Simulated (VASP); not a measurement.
# A VASP study of Y (PBEsol): structure first, properties next

Aim: relax Y, then compute properties on the relaxed cell. The steps: relaxing cell and atoms (PBEsol), second relaxation, single point with fields (PBEsol), bands along the symmetry lines (PBEsol), total and projected DOS (PBEsol), volume scan with PBEsol, fit for PBEsol and electric field gradients (PBEsol). Left out of this account: 1 further run (bands with PBEsol: it diverged and was aborted). The start is a cell from a database of measured crystal structures.

Program: VASP 6.6.1. Level of theory: PBEsol; plane waves and PAW (Y_sv). Results are calculated unless marked as measured.

### Step 1. Set-up

Before any relaxation, the start is as follows. The structure is hexagonal, space group P6_3/mmc (No. 194). Conventional cell: a = 3.647 Å, b = 3.647 Å, c = 5.731 Å, α = 90.00°, β = 90.00°, γ = 120.00°. Y has 12 Y at 3.56 to 3.65 Å nearest.

### Step 2. Relaxing cell and atoms (PBEsol)

Properties are meant for the cell that this level of theory prefers, so cell and atoms are relaxed first (ISIF = 3) until forces and stress are small; EDIFFG sets the threshold. PBEsol restores the gradient expansion of exchange and is tuned for the cells of solids.

INCAR

```
SYSTEM = Y
PREC = Accurate
ENCUT = 400
EDIFF = 1E-06
NELM = 100
ISMEAR = 1
SIGMA = 0.2
LREAL = .FALSE.
ALGO = Normal
GGA = PS
NBANDS = 17
LASPH = .TRUE.
LORBIT = 11
LWAVE = .FALSE.
LCHARG = .FALSE.
KPAR = 2
IBRION = 2
NSW = 60
ISIF = 3
EDIFFG = -0.01
```

POSCAR

```
Y
1.0
    3.6474000000      0.0000000000      0.0000000000
   -1.8237000000      3.1587410578      0.0000000000
    0.0000000000      0.0000000000      5.7306000000
Y
2
Direct
    0.3333333333      0.6666666667      0.2500000000
    0.6666666667      0.3333333333      0.7500000000
```

KPOINTS

```
Automatic mesh
0
Gamma
7 7 4
0 0 0
```

Potentials, in the order of the species: Y_sv (PBE family, release 64).

On the command line:

```
$ mpirun -np 2 vasp_std
```

What it wrote:

```text
[banner, memory and clock lines left out]
running    2 mpi-ranks, on    1 nodes
 distrk:  each k-point on    1 cores,    2 groups
 distr:  one band on    1 cores,    1 groups

 POSCAR found type information on POSCAR Y
 POSCAR found :  1 types and       2 ions
|                                                                             |
|               ----> ADVICE to this user running VASP <----                  |
|                                                                             |
|     You enforced a specific xc type in the INCAR file but a different       |
|     [... a line on the potential file left out ...]
|     I HOPE YOU KNOW WHAT YOU ARE DOING!                                     |
|                                                                             |

 LDA part: xc-table for (Slater+PW92), standard interpolation
 POSCAR, INCAR and KPOINTS ok, starting setup
 FFT: planning ... GRIDC
 FFT: planning ... GRID_SOFT
 FFT: planning ... GRID
 WAVECAR not read
 entering main loop
       N       E                     dE             d eps       ncg     rms          rms(c)
DAV:   1     0.765676703108E+02    0.76568E+02   -0.10073E+04   824   0.103E+03
DAV:   2    -0.712407119658E+01   -0.83692E+02   -0.82421E+02  1028   0.235E+02
DAV:   3    -0.139401898320E+02   -0.68161E+01   -0.67675E+01  1466   0.412E+01
DAV:   4    -0.141052581633E+02   -0.16507E+00   -0.16501E+00  1003   0.666E+00
DAV:   5    -0.141077214647E+02   -0.24633E-02   -0.24631E-02  1185   0.712E-01    0.331E+01
DAV:   6    -0.137116523335E+02    0.39607E+00   -0.48037E-01   881   0.433E+00    0.207E+01
DAV:   7    -0.136342906733E+02    0.77362E-01   -0.94817E-01  1044   0.558E+00    0.184E+00
DAV:   8    -0.136206345944E+02    0.13656E-01   -0.17844E-01   996   0.251E+00    0.115E+00
DAV:   9    -0.136198002022E+02    0.83439E-03   -0.47429E-03  1196   0.437E-01    0.458E-01
DAV:  10    -0.136199277307E+02   -0.12753E-03   -0.17461E-03   885   0.388E-01    0.303E-01
DAV:  11    -0.136198806712E+02    0.47060E-04   -0.10201E-04  1244   0.880E-02    0.487E-02
DAV:  12    -0.136198769045E+02    0.37667E-05   -0.29428E-05   911   0.476E-02    0.181E-02
DAV:  13    -0.136198797604E+02   -0.28559E-05   -0.56776E-06   939   0.214E-02    0.263E-03
DAV:  14    -0.136198798351E+02   -0.74730E-07   -0.14524E-07   560   0.304E-03
   1 F= -.13619880E+02 E0= -.13619863E+02  d E =-.136199E+02
 curvature:   0.00 expect dE= 0.000E+00 dE for cont linesearch  0.000E+00
 trial: gam= 0.00000 g(F)=  0.429E-47 g(S)=  0.579E-01 ort = 0.000E+00 (trialstep = 0.100E+01)
 search vector abs. value=  0.579E-01
 bond charge predicted
       N       E                     dE             d eps       ncg     rms          rms(c)
DAV:   1    -0.143724149231E+02   -0.75254E+00   -0.15169E+01  1225   0.247E+01    0.602E+00
DAV:   2    -0.137380962472E+02    0.63432E+00   -0.13893E+00  1100   0.770E+00    0.271E+00
DAV:   3    -0.135935170098E+02    0.14458E+00   -0.11597E+00  1291   0.525E+00    0.162E+00
DAV:   4    -0.136177074055E+02   -0.24190E-01   -0.87808E-02   956   0.158E+00    0.782E-01
DAV:   5    -0.136399869214E+02   -0.22280E-01   -0.41852E-02  1400   0.717E-01    0.353E-01
DAV:   6    -0.136403489113E+02   -0.36199E-03   -0.87993E-04   945   0.166E-01    0.292E-01
DAV:   7    -0.136431469648E+02   -0.27981E-02   -0.31799E-03  1094   0.329E-01    0.138E-01
DAV:   8    -0.136432110349E+02   -0.64070E-04   -0.15515E-04  1038   0.706E-02    0.637E-02
DAV:   9    -0.136432121966E+02   -0.11617E-05   -0.25218E-05  1282   0.164E-02    0.491E-02
DAV:  10    -0.136432121125E+02    0.84140E-07   -0.39241E-06  1027   0.802E-03
   2 F= -.13643212E+02 E0= -.13642665E+02  d E =-.233323E-01
[...]
3 F= -.13644325E+02 E0= -.13643890E+02  d E =-.244448E-01
[...]
4 F= -.13644308E+02 E0= -.13643862E+02  d E =-.244282E-01
[...]
5 F= -.13644687E+02 E0= -.13644467E+02  d E =-.378630E-03
[...]
6 F= -.13644802E+02 E0= -.13644794E+02  d E =-.493604E-03
[...]
7 F= -.13644821E+02 E0= -.13644834E+02  d E =-.193498E-04
 trial-energy change:   -0.000019  1 .order   -0.000005   -0.000061    0.000050
 step:   0.8128(harm=  0.6308)  dis= 0.00000  next Energy=   -13.644828 (dE=-0.263E-04)
 bond charge predicted
       N       E                     dE             d eps       ncg     rms          rms(c)
DAV:   1    -0.136448964060E+02   -0.75440E-04   -0.15356E-03  1217   0.244E-01    0.617E-02
DAV:   2    -0.136448326564E+02    0.63750E-04   -0.17114E-04  1086   0.821E-02    0.286E-02
DAV:   3    -0.136448174825E+02    0.15174E-04   -0.13145E-04  1288   0.556E-02    0.182E-02
DAV:   4    -0.136448206492E+02   -0.31667E-05   -0.84239E-06   869   0.160E-02    0.103E-02
DAV:   5    -0.136448243952E+02   -0.37460E-05   -0.39628E-06   847   0.862E-03    0.329E-03
DAV:   6    -0.136448245007E+02   -0.10550E-06   -0.24246E-07   420   0.359E-03
   8 F= -.13644825E+02 E0= -.13644831E+02  d E =-.228194E-04
 curvature:  -0.28 expect dE=-0.269E-06 dE for cont linesearch -0.224E-06
 trial: gam=-0.11087 g(F)=  0.661E-47 g(S)=  0.958E-06 ort = 0.653E-05 (trialstep = 0.108E+01)
 search vector abs. value=  0.167E-06
 reached required accuracy - stopping structural energy minimisation
```

The job ended after 35 s (2 MPI ranks of Intel Xeon 6975P-C (Granite Rapids), shared host; peak memory 0.33 GiB; 61 s of CPU time).

Lines that name or quote the potential files are left out of all logs, and their timing lines are given in words.

Parts of OUTCAR (step 2):

```text
ion  position               nearest neighbor table
   1  0.333  0.667  0.250-   2 3.56   2 3.56   2 3.56   2 3.56   2 3.56   2 3.56
   2  0.667  0.333  0.750-   1 3.56   1 3.56   1 3.56   1 3.56   1 3.56   1 3.56

  LATTYP: Found a hexagonal cell.
 ALAT       =     3.6474000000
 C/A-ratio  =     1.5711465702

 Subroutine GETGRP returns: Found 24 space group operations
 (whereof 12 operations were pure point group operations)

The static configuration has the point symmetry D_3d.
 The point group associated with its full space group is D_6h.

 Found     24 irreducible k-points:

   k-points           NKPTS =     24   k-points in BZ     NKDIM =     24   number of bands    NBANDS=     17

   dimension x,y,z NGX =    24 NGY =   24 NGZ =   40
   dimension x,y,z NGXF=    48 NGYF=   48 NGZF=   80

   ENCUT  =  400.0 eV  29.40 Ry    5.42 a.u.   5.95  5.95  9.35*2*pi/ulx,y,z

   NELECT =      22.0000    total number of electrons

 k-points in reciprocal lattice and weights: Automatic mesh
   0.00000000  0.00000000  0.00000000       0.005
   0.14285714 -0.00000000  0.00000000       0.031
   0.28571429 -0.00000000  0.00000000       0.031
   0.42857143 -0.00000000  0.00000000       0.031
   0.14285714  0.14285714  0.00000000       0.031
   0.28571429  0.14285714  0.00000000       0.061
   0.42857143  0.14285714  0.00000000       0.031
   0.28571429  0.28571429  0.00000000       0.031
   0.00000000  0.00000000  0.25000000       0.010
[...]
0.42857143  0.14285714  0.50000000       0.031
   0.28571429  0.28571429  0.50000000       0.031

 average (electrostatic) potential at core
       1 -37.2177       2 -37.2177

 E-fermi :   3.1258

 k-point     1 :       0.0000    0.0000    0.0000
  band No.  band energies     occupation
    ...
      6     -19.0827      2.00000
      7     -19.0827      2.00000
      8     -19.0249      2.00000
      9      -1.6622      2.00000
     10       1.1821      2.00000
     11       4.2629     -0.00000
     12       4.8585     -0.00000
     13       4.8585     -0.00000
     14       5.3120     -0.00000
     15       5.5286     -0.00000
    ...

 k-point     2 :       0.1429   -0.0000    0.0000
  band No.  band energies     occupation
    ...
      6     -19.1661      2.00000
      7     -19.0924      2.00000
      8     -19.0465      2.00000
      9      -1.2185      2.00000
     10       1.5783      2.00000
     11       3.7699     -0.00005
     12       4.0871     -0.00000
     13       5.0991     -0.00000
     14       5.2773     -0.00000
     15       5.4683     -0.00000
    ...

 k-point     3 :       0.2857   -0.0000    0.0000
  band No.  band energies     occupation
    ...
      7     -19.1175      2.00000
      8     -19.1096      2.00000
      9      -0.0796      2.00000
     10       2.1937      2.00000
     11       2.8886      2.07042
     12       3.3169     -0.03981
     13       4.6755     -0.00000
     14       4.9370     -0.00000
     15       4.9568     -0.00000
     16       6.4627     -0.00000
    ...

  Total        0.0040945      0.0040945      0.0024832      0.0000000      0.0000000      0.0000000
  in kB        0.1046424      0.1046424      0.0634625      0.0000000      0.0000000      0.0000000
  external PRESSURE =       0.0909158 kB  Pullay stress =       0.0000000 kB

  energy-cutoff  :      400.00
  volume of cell :       62.69
      direct lattice vectors                 reciprocal lattice vectors
     3.603912622  0.000000000  0.000000000     0.277476206  0.160200962  0.000000000
    -1.801956311  3.121079884 -0.000000000     0.000000000  0.320401924 -0.000000000
    -0.000000000  0.000000000  5.573456671     0.000000000  0.000000000  0.179421867

 POSITION                                       TOTAL-FORCE (eV/Angst)
 -----------------------------------------------------------------------------------
     -0.00000      2.08072      1.39336        -0.000000     -0.000000      0.000000
      1.80196      1.04036      4.18009         0.000000      0.000000      0.000000
 -----------------------------------------------------------------------------------
    total drift:                               -0.000000      0.000000     -0.000000

  FREE ENERGIE OF THE ION-ELECTRON SYSTEM (eV)
  ---------------------------------------------------
  free  energy   TOTEN  =       -13.6448245007 eV

  energy  without entropy=      -13.6448428274  energy(sigma->0) =      -13.64483061

 reached required accuracy - stopping structural energy minimisation

 total charge
# of ion       s       p       d       f       tot
--------------------------------------------------
    1        2.290   6.239   0.956   0.007   9.493
    2        2.290   6.239   0.956   0.007   9.493
--------------------------------------------------
tot          4.580  12.478   1.912   0.015  18.985

[... 3 further parts left out ...]
```

CONTCAR:

```
Y
   1.00000000000000
     3.6039126221925075    0.0000000000000000    0.0000000000000000
    -1.8019563110962538    3.1210798838734140   -0.0000000000000000
    -0.0000000000000000    0.0000000000000000    5.5734566707220150
  Y
     2
Direct
     0.3333333332999970    0.6666666667000030    0.2500000000000000
     0.6666666667000030    0.3333333332999970    0.7500000000000000
```

The k-mesh is coarse for a metal. The PAW data sets were made with PBE, which is usual practice but a small mismatch for other functionals. The run keeps the 24 symmetry operations of its start, so it cannot find a distortion of lower symmetry.

Relaxation path:

```csv
step,energy less that of the first step (eV),largest force (eV/Å),pressure (GPa),volume (Å³)
1,0.0000,0.0000,-2.13,66.02
2,-0.0233,0.0000,0.53,61.92
3,-0.0244,0.0000,0.04,62.60
4,-0.0244,0.0000,0.12,62.53
5,-0.0248,0.0000,0.08,62.56
6,-0.0249,0.0000,0.07,62.59
7,-0.0249,0.0000,-0.06,62.73
8,-0.0249,0.0000,0.01,62.69
```

```csv
"conventional cell, symmetrised",before,after,change
a (Å),3.647,3.604,-1.2 %
b (Å),3.647,3.604,-1.2 %
c (Å),5.731,5.573,-2.7 %
volume (Å³/atom),33.01,31.35,-5.0 %
```

Final coordinates:

```xyz
2
Lattice="3.6039 0.0000 0.0000 -1.8020 3.1211 0.0000 0.0000 0.0000 5.5735" Properties=species:S:1:pos:R:3 pbc="T T T"
Y     0.0000    2.0807    1.3934
Y     1.8020    1.0404    4.1801
```

Numbers from this step:

```
electrons                       : 22
bands                           : 17
irreducible k-points            : 24
symmetry operations             : 24
free energy (TOTEN)             : -13.64 eV
Fermi energy                    : 3.126 eV
pressure                        : 0.009092 GPa
metallic                        : yes
SCF cycles over all ionic steps : 62
```

It ends with forces that vanish by symmetry and a pressure of 0.01 GPa. The volume lies -5.0 % from that of the database's start, which holds the thermal and zero-point expansion of its experiment.

### Step 3. Second relaxation

A relaxation keeps the plane waves of the cell it began with, so it is repeated from the new cell, on a basis made for it.

INCAR is that of step 2.

POSCAR

```
Y
1.0
    3.6039126222      0.0000000000      0.0000000000
   -1.8019563111      3.1210798839      0.0000000000
    0.0000000000      0.0000000000      5.5734566707
Y
2
Direct
    0.3333333333      0.6666666667      0.2500000000
    0.6666666667      0.3333333333      0.7500000000
```

KPOINTS is that of step 2.

On the command line:

```
$ mpirun -np 2 vasp_std
```

What it wrote:

```text
[banner, memory and clock lines left out]
running    2 mpi-ranks, on    1 nodes
 distrk:  each k-point on    1 cores,    2 groups
 distr:  one band on    1 cores,    1 groups

 POSCAR found type information on POSCAR Y
 POSCAR found :  1 types and       2 ions
 [... a notice as in an earlier step ...]

 LDA part: xc-table for (Slater+PW92), standard interpolation
 POSCAR, INCAR and KPOINTS ok, starting setup
 FFT: planning ... GRIDC
 FFT: planning ... GRID_SOFT
 FFT: planning ... GRID
 WAVECAR not read
 entering main loop
       N       E                     dE             d eps       ncg     rms          rms(c)
DAV:   1     0.751234451767E+02    0.75123E+02   -0.10011E+04   816   0.102E+03
DAV:   2    -0.677795147347E+01   -0.81901E+02   -0.80558E+02   992   0.235E+02
DAV:   3    -0.139614689960E+02   -0.71835E+01   -0.70951E+01  1464   0.409E+01
DAV:   4    -0.140845946770E+02   -0.12313E+00   -0.12310E+00   963   0.617E+00
DAV:   5    -0.140879090980E+02   -0.33144E-02   -0.33136E-02  1155   0.712E-01    0.346E+01
DAV:   6    -0.137210877286E+02    0.36682E+00   -0.45371E-01   888   0.430E+00    0.215E+01
DAV:   7    -0.136581838491E+02    0.62904E-01   -0.89901E-01  1077   0.551E+00    0.184E+00
DAV:   8    -0.136446027914E+02    0.13581E-01   -0.16060E-01   995   0.243E+00    0.865E-01
DAV:   9    -0.136440747973E+02    0.52799E-03   -0.47009E-03  1145   0.443E-01    0.364E-01
DAV:  10    -0.136441411178E+02   -0.66320E-04   -0.12576E-03   988   0.319E-01    0.183E-01
DAV:  11    -0.136441237260E+02    0.17392E-04   -0.58517E-05  1242   0.623E-02    0.199E-02
DAV:  12    -0.136441217740E+02    0.19520E-05   -0.15977E-05   958   0.346E-02    0.184E-02
DAV:  13    -0.136441236799E+02   -0.19059E-05   -0.41668E-06   898   0.188E-02    0.300E-03
DAV:  14    -0.136441237141E+02   -0.34173E-07   -0.14399E-07   524   0.304E-03
   1 F= -.13644124E+02 E0= -.13644130E+02  d E =-.136441E+02
 curvature:   0.00 expect dE= 0.000E+00 dE for cont linesearch  0.000E+00
 trial: gam= 0.00000 g(F)=  0.167E-47 g(S)=  0.101E-06 ort = 0.000E+00 (trialstep = 0.100E+01)
 search vector abs. value=  0.101E-06
 reached required accuracy - stopping structural energy minimisation
```

Wall time 6.6 s (2 MPI ranks); peak memory 0.3 GiB; 11 s of CPU time.

From OUTCAR (step 3):

```text
  LATTYP: Found a hexagonal cell.
 ALAT       =     3.6039126222
 C/A-ratio  =     1.5465016095

 Found     24 irreducible k-points:

   dimension x,y,z NGX =    24 NGY =   24 NGZ =   36
   dimension x,y,z NGXF=    48 NGYF=   48 NGZF=   72

   ENCUT  =  400.0 eV  29.40 Ry    5.42 a.u.   5.88  5.88  9.09*2*pi/ulx,y,z

   NELECT =      22.0000    total number of electrons

 E-fermi :   3.1257

 k-point     1 :       0.0000    0.0000    0.0000
  band No.  band energies     occupation
    ...
      6     -19.0825      2.00000
      7     -19.0825      2.00000
      8     -19.0246      2.00000
      9      -1.6629      2.00000
     10       1.1818      2.00000
     11       4.2629     -0.00000
     12       4.8584     -0.00000
     13       4.8584     -0.00000
     14       5.3120     -0.00000
     15       5.5286     -0.00000
    ...

 k-point     2 :       0.1429    0.0000    0.0000
  band No.  band energies     occupation
    ...
      6     -19.1659      2.00000
      7     -19.0921      2.00000
      8     -19.0462      2.00000
      9      -1.2192      2.00000
     10       1.5780      2.00000
     11       3.7699     -0.00005
     12       4.0870     -0.00000
     13       5.0990     -0.00000
     14       5.2772     -0.00000
     15       5.4683     -0.00000
    ...

  Total        0.0014162      0.0014162      0.0004216     -0.0000000      0.0000000     -0.0000000
  in kB        0.0361946      0.0361946      0.0107737     -0.0000000      0.0000000     -0.0000000
  external PRESSURE =       0.0277210 kB  Pullay stress =       0.0000000 kB

  energy-cutoff  :      400.00
  volume of cell :       62.69
      direct lattice vectors                 reciprocal lattice vectors
     3.603912622  0.000000000  0.000000000     0.277476206  0.160200962  0.000000000
    -1.801956311  3.121079884  0.000000000     0.000000000  0.320401924  0.000000000
     0.000000000  0.000000000  5.573456671     0.000000000  0.000000000  0.179421867

 POSITION                                       TOTAL-FORCE (eV/Angst)
 -----------------------------------------------------------------------------------
     -0.00000      2.08072      1.39336        -0.000000      0.000000      0.000000
      1.80196      1.04036      4.18009         0.000000     -0.000000      0.000000
 -----------------------------------------------------------------------------------
    total drift:                               -0.000000      0.000000     -0.000000

  FREE ENERGIE OF THE ION-ELECTRON SYSTEM (eV)
  ---------------------------------------------------
  free  energy   TOTEN  =       -13.6441237141 eV

  energy  without entropy=      -13.6441424488  energy(sigma->0) =      -13.64412996

 total charge
# of ion       s       p       d       f       tot
--------------------------------------------------
    1        2.290   6.239   0.956   0.007   9.492
    2        2.290   6.239   0.956   0.007   9.492
--------------------------------------------------
tot          4.580  12.477   1.912   0.015  18.985

[... 4 parts as in an earlier step ...]

[... 7 further parts left out ...]
```

Little changed from the start: no atom moved by 0.005 Å and no cell edge by 0.1 %.

Numbers from this step:

- pressure: 0.002772 GPa
- SCF cycles over all ionic steps: 14

It ends with forces that vanish by symmetry and a pressure of 0.00 GPa. The volume moved by under 0.01 %: the run met its threshold at the first step.

(Continued in part 2 of 4.)

[Lines on the potential files, build, host, timing and source positions are cut from VASP's logs without a mark.]

[Logs are printed without paths, hosts, clocks, repeated set-up lines and the standing remarks that a program may print on its own settings, such as how far it seeks lower states.]

[Hosts, paths, dates, database ids (printed as entryN), source tags and the programs' standing remarks are cut or masked in the printed files.]

[A measured line is paired with the nearest computed mode of its activity, which favours agreement.]
